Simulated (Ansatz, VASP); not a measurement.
# Cross-check of PtSe2 (1T-PtSe2 monolayer) between VASP and Ansatz, part 2 of 2

One calculation is typed for both programs; each brings its own data sets and cutoff. How far apart do they land?

VASP 6.6.1 and Ansatz 0.2.0.

So far: Set-up; VASP: band structure, PBE with D3(BJ), spin-orbit coupling.

### Step 3. Ansatz: band structure, PBE with D3(BJ), spin-orbit coupling

Level of this step: Ansatz beside VASP: Kohn-Sham DFT, plane waves, PBE with D3(BJ), spin-orbit coupling (Ansatz).

Ansatz runs on its fully relativistic PAW (standard-fr) files.

The same cell, functional, mesh and smearing now go to Ansatz, which takes its cutoff from its data sets.

Input file input.yaml:

```yaml
crystal:
  lattice:
    - [3.7028369166, 0.0, 0.0]
    - [-1.8514184583, 3.2067508358, 0.0]
    - [0.0, 0.0, 22.0]
  atoms:
    - { symbol: Pt, position: [0.0, 0.0, 0.5] }
    - { symbol: Se, position: [0.3333333333, 0.6666666667, 0.4396979049] }
    - { symbol: Se, position: [0.6666666667, 0.3333333333, 0.5603020951] }
hamiltonian:
  xc: pbe
  pseudopotentials: { kind: paw_fr }
  dispersion: d3bj
magnetization:
  noncollinear: true
  spin_orbit: true
kpoints:
  mp_grid: { grid: [9, 9, 1] }
  band_path:
    path:
      - [0.0, 0.0, 0.0]
      - [0.03846, 0.0, 0.0]
      - [0.07692, 0.0, 0.0]
      - [0.15385, 0.0, 0.0]
      - [0.19231, 0.0, 0.0]
      - [0.23077, 0.0, 0.0]
      - [0.26923, 0.0, 0.0]
      - [0.30769, 0.0, 0.0]
      - [0.34615, 0.0, 0.0]
      - [0.42308, 0.0, 0.0]
      - [0.46154, 0.0, 0.0]
      - [0.5, 0.0, 0.0]
      - [0.48718, 0.02564, 0.0]
      - [0.47436, 0.05128, 0.0]
      - [0.44872, 0.10256, 0.0]
      - [0.4359, 0.12821, 0.0]
      - [0.41026, 0.17949, 0.0]
      - [0.39744, 0.20513, 0.0]
      - [0.37179, 0.25641, 0.0]
      - [0.35897, 0.28205, 0.0]
      - [0.34615, 0.30769, 0.0]
      - [0.33333, 0.33333, 0.0]
      - [0.30769, 0.30769, 0.0]
      - [0.25641, 0.25641, 0.0]
      - [0.23077, 0.23077, 0.0]
      - [0.20513, 0.20513, 0.0]
      - [0.15385, 0.15385, 0.0]
      - [0.12821, 0.12821, 0.0]
      - [0.07692, 0.07692, 0.0]
      - [0.05128, 0.05128, 0.0]
      - [0.0, 0.0, 0.0]
    npoints: 1
scf:
  occupations: { method: gaussian, width: 0.03 }
  n_extra_bands: 14
efield:
  axis: 3
  dipole_correction: true
  ramp_width: 0.04
output:
  forces: true
  eigenvalues: true
  write_density: true
  write_potential: true
  elf: true
  volumetric_format: npy
```

Started as:

```console
$ ansatz run input.yaml --threads 4 --pin off --max-ram 9216MiB --backend cpu --events-out ev --progress --plain --runs-dir out
```

Numbers of over 12 decimals in the logs are rounded to 6 here.

Output:

```text
scf.n_extra_bands = 14 over 50 filled bands (N_el = 50.0): the run solves 64 bands
Engine: ansatz 0.2.0, aarch64-unknown-linux-gnu
Pseudopotentials: kind: paw_fr
Pseudopotential: Pt, paw_fr, valence charge 18, recommended cutoff 420 eV (normal), Pt.paw.azcp#standard-fr
Pseudopotential: Se, paw_fr, valence charge 16, recommended cutoff 420 eV (normal), Se.paw.azcp#standard-fr
Functional definition: PBE
  parameter kappa = 0.804
  parameter beta = 0.066725
  exchange = pbe_x(kappa = kappa, mu = beta*pi^2/3)
  correlation = pbe_c(beta = beta)
non-collinear run that drives no moment, with spin-orbit: no starting moment large enough to seed its density (crystal.atoms[].spin), no starting occupations that ask for one, no magnetisation constraint and no magnetic field, so the semilocal B_xc is pinned to zero
Crystal: 3 atoms, lattice volume = 261.230 Å³
Basis set: ecut = 420 eV, 5137 PW (Γ), exchange–correlation on 50×50×300 points (8 copies of the dense FFT grid, shifted against one another)
Bands: 64, of which v1, the nominal top of the filled ones, is band 50 counted from 1 (49 counted from 0)
Symmetry: 6 space group operations + 6 with time reversal
k-points: 12 of 81 (time reversal used)
Projection manifold: j_resolved (fully-relativistic pseudo-atomic orbitals)
Non-local potential: Pt, projectors of the file, l = 0: 3, l = 1: 4, l = 2: 4, l = 3: 2
Non-local potential: Se, projectors of the file, l = 0: 2, l = 1: 4, l = 2: 6, l = 3: 2
PAW form: soft (Blöchl's): semilocal exchange-correlation on the pseudo side does not see the compensation charge
PAW one-centre angular grid: Pt, 590 points (default); XC on 64 Gauss nodes
PAW one-centre angular grid: Se, 590 points (default); XC on 96 Gauss nodes
Initial density: superposition of atomic densities (neutral atoms: chi_scale 0, normalization atom)
Initial wavefunctions: pseudopotential atomic-orbital guess
Functional: x = pbe(κ = 0.804, μ = 0.219515), c = pbe(β = 0.066725)
SCF iter   1: F=—  HF=-23499.011890 eV  |F-HF|=—  |Δ(HF+E_count)|=         —  Δρ=4.08e-2  dr2=4.59e0  dr2_m=0.00e0 (ungated)  ethr=3.10e-3  |M|=0.00e0 ∫|m|=0.00e0 μB  |m|>n=0.0e0 m-floor=0.0e0 τ_xc=0.0e0  β_m=0.30  p=0.000 e·Å  D=8.05e-14 V/Å  ΔV_dip=-0.00 eV  dr2_dipole=1.14e-7  V_vac-E_F(+/−)=4.74/4.74 eV  ⟨swp⟩=12.2  Hψ=4502  notcnv=0  defer=9
efield: sawtooth ramp at fractional position 0.9800 (placed from the atoms, in the widest stretch of the axis that holds none; the zero of the levels goes with the place), width 0.0400; the density the first Hamiltonian is built on has a dipole p = 0.000 e·Å; the dipole correction subtracts the counter field D = 8.05e-14 V/Å, which shifts the + side's vacuum level by -0.00 eV against the − side's; the planar-averaged density in the ramp window peaks in size at 1.2e-5 e/Å³
preconditioner: auto → Resta (q_TF=auto, 2.071 Å⁻¹)  ε∞=2.1  [insulator: Δε(μ)=1.506 eV  Ē_g=10.200 eV  σ=0.030 eV  W_gap=1.00  n_scr=44 (ndim 8)  ℏωp=10.8 eV  f_vac=0.720  D(μ)=0.00/eV (n_scr^D=0)  ε∞_Penn≈2.1  vacuum switching on, ρ_ref=7.5e-3 e/Å³]
spin=Noncollinear: Resta preconditioning applied to the charge; magnetization (m_x, m_y, m_z) channels mix plain (no charge-response kernel on spin).
SCF iter   2: F=—  HF=-23498.239880 eV  |F-HF|=—  |Δ(HF+E_count)|=   7.72e-1  Δρ=1.55e-2  dr2=3.34e-1  dr2_m=0.00e0 (ungated)  ethr=3.10e-3  |M|=0.00e0 ∫|m|=0.00e0 μB  |m|>n=0.0e0 m-floor=0.0e0 τ_xc=0.0e0  β_m=0.30  p=-0.000 e·Å  D=-6.30e-5 V/Å  ΔV_dip=0.00 eV  dr2_dipole=7.65e-8  V_vac-E_F(+/−)=5.33/5.33 eV  ⟨swp⟩=2.9  Hψ=1214  notcnv=0  defer=120
SCF iter   3: F=—  HF=-23498.203620 eV  |F-HF|=—  |Δ(HF+E_count)|=   3.63e-2  Δρ=1.16e-2  dr2=1.34e-1  dr2_m=0.00e0 (ungated)  ethr=6.69e-4  |M|=0.00e0 ∫|m|=0.00e0 μB  |m|>n=0.0e0 m-floor=0.0e0 τ_xc=0.0e0  β_m=0.58  p=-0.000 e·Å  D=-1.54e-5 V/Å  ΔV_dip=0.00 eV  dr2_dipole=4.40e-9  V_vac-E_F(+/−)=5.14/5.14 eV  ⟨swp⟩=2.0  Hψ=840  notcnv=0  defer=120
SCF iter   4: F=—  HF=-23498.186903 eV  |F-HF|=—  |Δ(HF+E_count)|=   1.67e-2  Δρ=2.22e-3  dr2=6.07e-3  dr2_m=0.00e0 (ungated)  ethr=2.69e-4  |M|=0.00e0 ∫|m|=0.00e0 μB  |m|>n=0.0e0 m-floor=0.0e0 τ_xc=0.0e0  β_m=0.60  p=-0.000 e·Å  D=-1.45e-4 V/Å  ΔV_dip=0.00 eV  dr2_dipole=2.72e-6  V_vac-E_F(+/−)=4.92/4.92 eV  ⟨swp⟩=2.1  Hψ=883  notcnv=0  defer=120
SCF iter   5: F=—  HF=-23498.186473 eV  |F-HF|=—  |Δ(HF+E_count)|=   4.30e-4  Δρ=2.95e-4  dr2=2.91e-4  dr2_m=0.00e0 (ungated)  ethr=1.21e-5  |M|=0.00e0 ∫|m|=0.00e0 μB  |m|>n=0.0e0 m-floor=0.0e0 τ_xc=0.0e0  β_m=0.73  p=0.001 e·Å  D=4.78e-4 V/Å  ΔV_dip=-0.01 eV  dr2_dipole=3.12e-5  V_vac-E_F(+/−)=4.86/4.87 eV  ⟨swp⟩=2.0  Hψ=947  notcnv=0  defer=120
SCF iter   6: F=—  HF=-23498.186774 eV  |F-HF|=—  |Δ(HF+E_count)|=   3.01e-4  Δρ=3.28e-4  dr2=2.41e-3  dr2_m=0.00e0 (ungated)  ethr=5.83e-7  |M|=0.00e0 ∫|m|=0.00e0 μB  |m|>n=0.0e0 m-floor=0.0e0 τ_xc=0.0e0  β_m=0.73  p=-0.003 e·Å  D=-1.96e-3 V/Å  ΔV_dip=0.04 eV  dr2_dipole=5.06e-4  V_vac-E_F(+/−)=4.88/4.84 eV  ⟨swp⟩=2.5  Hψ=976  notcnv=0  defer=120
SCF iter   7: F=—  HF=-23498.186566 eV  |F-HF|=—  |Δ(HF+E_count)|=   2.08e-4  Δρ=4.06e-5  dr2=5.00e-6  dr2_m=0.00e0 (ungated)  ethr=5.83e-7  |M|=0.00e0 ∫|m|=0.00e0 μB  |m|>n=0.0e0 m-floor=0.0e0 τ_xc=0.0e0  β_m=0.69  p=0.000 e·Å  D=3.29e-5 V/Å  ΔV_dip=-0.00 eV  dr2_dipole=2.68e-7  V_vac-E_F(+/−)=4.86/4.86 eV  ⟨swp⟩=2.0  Hψ=852  notcnv=0  defer=120
SCF iter   8: F=—  HF=-23498.186604 eV  |F-HF|=—  |Δ(HF+E_count)|=   3.79e-5  Δρ=1.36e-5  dr2=4.76e-7  dr2_m=0.00e0 (ungated)  ethr=1.00e-8  |M|=0.00e0 ∫|m|=0.00e0 μB  |m|>n=0.0e0 m-floor=0.0e0 τ_xc=0.0e0  β_m=0.78  p=-0.000 e·Å  D=-1.02e-5 V/Å  ΔV_dip=0.00 eV  dr2_dipole=1.47e-8  V_vac-E_F(+/−)=4.86/4.86 eV  ⟨swp⟩=2.4  Hψ=1264  notcnv=0  defer=120
SCF iter   9: F=-23498.186605 eV  HF=-23498.186605 eV  |F-HF|=2.11e-8  |Δ(HF+E_count)|=   7.71e-7  Δρ=2.99e-6  dr2=2.97e-8  dr2_m=0.00e0 (ungated)  ethr=2.00e-10  |M|=0.00e0 ∫|m|=0.00e0 μB  |m|>n=0.0e0 m-floor=0.0e0 τ_xc=0.0e0  p=0.000 e·Å  D=1.78e-6 V/Å  ΔV_dip=-0.00 eV  dr2_dipole=5.81e-10  V_vac-E_F(+/−)=4.86/4.86 eV  ⟨swp⟩=21.9  Hψ=6558  notcnv=0
SCF 1 converged in 9 iterations: F = -23498.186605 eV  dr2 = 2.97e-8
  greatest PAW one-centre occupation: 1.000 electrons in one spin orbital (limit 2), on the Pt atom at site 0 (counted from 0), in its partial waves of l = 0
NSCF: frozen V_eff on 31 k-points
efield: sawtooth ramp at fractional position 0.9800 (kept from the solve that this one continues, or follows in the run), width 0.0400; the density the first Hamiltonian is built on has a dipole p = 0.000 e·Å; the dipole correction subtracts the counter field D = 1.78e-6 V/Å, which shifts the + side's vacuum level by -0.00 eV against the − side's; the planar-averaged density in the ramp window peaks in size at 1.2e-5 e/Å³
WARN: The input density's exchange-correlation potential varies sharply where the density is thin. Do not read a vacuum level from v_tot or v_xc, or from such a field of the output density. On a cell that repeats whose density bears no net charge and no dipole along the vacuum's axis use v_es (v_loc + v_h of the components); under efield.dipole_correction with no amplitude use v_es + v_field, which holds any external [...]
SCF converged after 9 iterations
Magnetization: |M| = 0.0000 μB,  M = (+0.0000, +0.0000, +0.0000) μB
Absolute magnetization: 0.0000 μB (∫|m|)
  site 0: m = (+0.0000, +0.0000, +0.0000) μB, |m| = 0.0000 μB  (R = 1.04 Å)
  site 1: m = (+0.0000, +0.0000, +0.0000) μB, |m| = 0.0000 μB  (R = 1.04 Å)
  site 2: m = (+0.0000, +0.0000, +0.0000) μB, |m| = 0.0000 μB  (R = 1.04 Å)
Free energy (F): -23498.186605 eV
Harris-Foulkes:  -23498.186605 eV  (|F-HF|=2.11e-8)
Internal energy: -23498.186605 eV  (E = F + TS)
E sigma→0 (E₀):  -23498.186605 eV
Fermi energy:    -0.687512 eV
Dipole field:    D = -0.000027 V/Å  (p = -0.000038 e·Å, saw-weighted, corrected)
Work function:   Φ+ = 4.8563 eV   Φ− = 4.8557 eV
Levels:          The Fermi level and band energies are counted from a zero that moves with the ramp; work functions are not
--- Per-component energies (eV) ---
  E_band       = -1645.335388
  E_kinetic    = 873.244794
  E_local      = -53217.743341  (includes V_loc(G=0)·N_el)
  E_nonlocal   = -1002.346283
  E_hartree    = 26024.344311
  E_xc         = -470.010577
  E_vxc        = -498.973891  (∫ρ·V_xc dr)
  E_paw        = -13304.763387  (= ΣΔE_a)
  E_vpaw       = 151.786644  (= ΣTr[D̂ρ^β])
  E_aug_tail   = -0.001020  (compensation charges beyond the density's cutoff)
  E_efield     = 0.000000  (sawtooth field / dipole correction)
  E_vefield    = 0.000000  (∫n·V_field dr)
  E_ewald      = 17599.987177
  E_disp       = -0.898278  (pairwise vdW)
  E_smearing   = -0.000000  (= −TS)
  E_closure    = 0.000000  (closes the sum)
  Σ components = -23498.186605   (vs F -23498.186605, Δ=0.00e0)
--- Forces (eV/Å), atoms counted from 1 ---
  atom   1  Pt     0.00000000    -0.00000000    -0.00000021
  atom   2  Se    -0.00000000    -0.00000000    -0.02070888
  atom   3  Se     0.00000000     0.00000000     0.02071279
  max |Σ_I F_I| component: 3.70e-6 eV/Å
--- Band table (eV; the first three rows and the last of 12) ---
  k-point 0: bands = [... 46 lower, -1.6438, -1.6438, -1.2754, -1.2754, 1.4639, 1.4639, 1.5052, 1.5052, ... 10 higher]
  k-point 1: bands = [... 46 lower, -1.6459, -1.6459, -1.3391, -1.3391, 0.6950, 0.6950, 1.2996, 1.2996, ... 10 higher]
  k-point 2: bands = [... 46 lower, -1.7561, -1.7560, -1.5172, -1.5172, -0.0982, -0.0982, 1.0817, 1.0817, ... 10 higher]
  k-point 11: bands = [... 46 lower, -2.5294, -2.5293, -2.3430, -2.3430, 0.3003, 0.3003, 0.3143, 0.3143, ... 10 higher]
```

Wall time 40 s (4 threads of Arm Neoverse V1, shared host); peak memory 1.5 GiB; 2.6 min of CPU time.

In the SCF lines HF is the Harris–Foulkes energy and dr2 the Hartree energy of the density residual, in eV; the loop may stop once dr2 is under the threshold and the program's other checks hold. Hψ counts applications of the Hamiltonian.

### Step 4. Side by side

Known differences besides the potentials themselves: spin-orbit coupling enters by fully relativistic files in Ansatz and inside the spheres in VASP; the data sets hold 50 valence electrons in Ansatz (fully relativistic PAW (standard-fr) files) and 22 in VASP; the cutoff is 420 eV in Ansatz and 350 eV in VASP (PREC = Normal). Total energies have different zeros and are not compared.

The two programs side by side:

```
                     quantity  Ansatz   VASP  difference
gap over the path points (eV)   1.174  1.155      +0.019
```

Levels at points of the path, from each program's valence-band top (eV; 8 filled, then empty):

```
k (reciprocal lattice)                                                                         Ansatz                                                                           VASP
     0.000 0.000 0.000    -1.44 -1.44 -1.01 -1.01 -0.37 -0.37 0.00 0.00 2.74 2.74 2.78 2.78 4.29 4.29    -1.45 -1.45 -1.00 -1.00 -0.36 -0.36 0.00 0.00 2.73 2.73 2.77 2.77 4.29 4.29
     0.038 0.000 0.000  -1.51 -1.51 -0.97 -0.97 -0.37 -0.37 -0.01 -0.01 2.63 2.63 2.74 2.74 4.35 4.35  -1.52 -1.52 -0.97 -0.97 -0.36 -0.36 -0.01 -0.01 2.62 2.62 2.73 2.73 4.35 4.35
     0.077 0.000 0.000  -1.67 -1.67 -0.89 -0.89 -0.37 -0.37 -0.03 -0.03 2.32 2.32 2.66 2.66 4.51 4.51  -1.68 -1.68 -0.89 -0.89 -0.36 -0.36 -0.04 -0.04 2.31 2.31 2.65 2.65 4.51 4.51
     0.154 0.000 0.000  -2.12 -2.12 -0.73 -0.73 -0.37 -0.37 -0.12 -0.12 1.55 1.55 2.47 2.47 5.00 5.00  -2.13 -2.13 -0.72 -0.72 -0.37 -0.37 -0.12 -0.12 1.53 1.53 2.45 2.45 5.00 5.00
     0.192 0.000 0.000  -2.31 -2.31 -0.77 -0.77 -0.39 -0.39 -0.18 -0.18 1.27 1.27 2.39 2.39 5.26 5.26  -2.32 -2.32 -0.76 -0.76 -0.40 -0.40 -0.19 -0.19 1.25 1.25 2.38 2.38 5.26 5.26
     0.231 0.000 0.000  -2.44 -2.44 -0.91 -0.91 -0.52 -0.52 -0.26 -0.26 1.17 1.17 2.35 2.35 5.37 5.37  -2.45 -2.45 -0.90 -0.90 -0.52 -0.52 -0.27 -0.27 1.16 1.16 2.34 2.34 5.38 5.38
     0.269 0.000 0.000  -2.53 -2.53 -1.15 -1.15 -0.73 -0.73 -0.38 -0.38 1.26 1.26 2.35 2.35 5.13 5.13  -2.54 -2.54 -1.15 -1.15 -0.73 -0.73 -0.39 -0.39 1.24 1.24 2.33 2.33 5.13 5.13
     0.308 0.000 0.000  -2.57 -2.57 -1.47 -1.47 -0.97 -0.97 -0.55 -0.55 1.46 1.46 2.36 2.36 4.87 4.87  -2.58 -2.58 -1.46 -1.46 -0.97 -0.97 -0.56 -0.56 1.44 1.44 2.35 2.35 4.87 4.87
     0.346 0.000 0.000  -2.58 -2.58 -1.78 -1.78 -1.22 -1.22 -0.74 -0.74 1.69 1.69 2.40 2.40 4.67 4.67  -2.59 -2.59 -1.78 -1.78 -1.22 -1.22 -0.75 -0.75 1.66 1.66 2.38 2.38 4.66 4.66
     0.423 0.000 0.000  -2.53 -2.53 -2.11 -2.11 -1.75 -1.75 -1.21 -1.21 2.08 2.08 2.47 2.47 4.47 4.47  -2.54 -2.54 -2.11 -2.11 -1.75 -1.75 -1.22 -1.22 2.06 2.06 2.45 2.45 4.46 4.46
```

At this near-relaxed geometry the largest component of a force difference is 13 meV/Å. Among the levels compared at these points, filled levels agree within 18 meV and empty ones within 21 meV.

### Step 5. Results

```yaml
difference_in_gap_over_the_path_points_band_structure_pbe_with_d3_bj_spin_orbit_coupling: 0.019 eV
r_m_s_force_difference_band_structure_pbe_with_d3_bj_spin_orbit_coupling: 6.3 meV/Å
```

In words: The r.m.s. force difference is 6.3 meV/Å (band structure, PBE with D3(BJ), spin-orbit coupling), within the 12 meV/Å picked in this series as the mark of a large difference. 2 further runs of this series are not shown here. Such differences can come from data sets, numerical settings and the points named under the comparisons, not from the functional's error against experiment.

[Lines on the potential files, build, host, timing and source positions are cut from VASP's logs without a mark.]

[Logs are printed without paths, hosts, clocks, repeated set-up lines and the standing remarks that a program may print on its own settings, such as how far it seeks lower states.]

[Hosts, paths, dates, database ids (printed as entryN), source tags and the programs' standing remarks are cut or masked in the printed files.]
